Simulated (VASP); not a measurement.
An input for Ansatz (written as the equivalent of a VASP run, and not itself run):

Ansatz 0.2 input:
```yaml
crystal:
  lattice:
    - [0.0000000, 3.2459049, 3.2459049]
    - [3.2459049, 0.0000000, 3.2459049]
    - [3.2459049, 3.2459049, 0.0000000]
  atoms:
    - { symbol: Na, position: [0.0000000, 0.0000000, 0.0000000] }
    - { symbol: I, position: [0.5000000, 0.5000000, 0.5000000] }
kpoints:
  mp_grid: { grid: [7, 7, 7] }
hamiltonian:
  xc: pbe
  dispersion: d3bj
  pseudopotentials: { kind: paw }
scf:
  occupations: { method: gaussian, width: 0.05 }
  max_iter: 100
output: { forces: true, stress: true, eigenvalues: true }
```

**Question.** Translate this input to VASP (INCAR, KPOINTS, POSCAR, choice of POTCAR).

**Answer.** One answer among several that fit: 
**INCAR**
```
ISMEAR  =  0   ! Gaussian
EDIFF  =  1E-7
GGA  =  PE
SIGMA  =  0.05
ENCUT  =  520   ! plane-wave cut-off (eV)
LREAL  =  .FALSE.   ! projection in real space or not
LCHARG  =  .FALSE.
LMAXMIX  =  4   ! l cut-off of mixed one-centre charges
IVDW  =  12
ALGO  =  Normal   ! blocked Davidson
LWAVE  =  .FALSE.
NELM  =  100   ! most electronic steps
LASPH  =  .TRUE.   ! aspherical one-centre terms
SYSTEM  =  NaI
PREC  =  Accurate
ISIF  =  2
```

POSCAR:
```
NaI
4.5904030
  0.0000000000   0.7071067437   0.7071067437
  0.7071067437   0.0000000000   0.7071067437
  0.7071067437   0.7071067437   0.0000000000
Na I
1 1
Cartesian
  0.0000000000   0.0000000000   0.0000000000
  0.7071067437   0.7071067437   0.7071067437
```

File KPOINTS:
```
Regular mesh
0
G
7 7 7
0 0 0
```

POTCAR, in this order: Na_pv I (PBE.64 set). Program: vasp_std.

What does not carry over: each code has its own PAW files, so the cut-off isn't converted (ENCUT is set for VASP's; basis.ecutwfc is left out, and Ansatz then takes the one that its files recommend); Ansatz stops its SCF on the density residual and VASP on the energy change (EDIFF).

The compound is NaI in the rock salt structure. This cell is one point of a volume scan, at 1.06 of the reference volume.
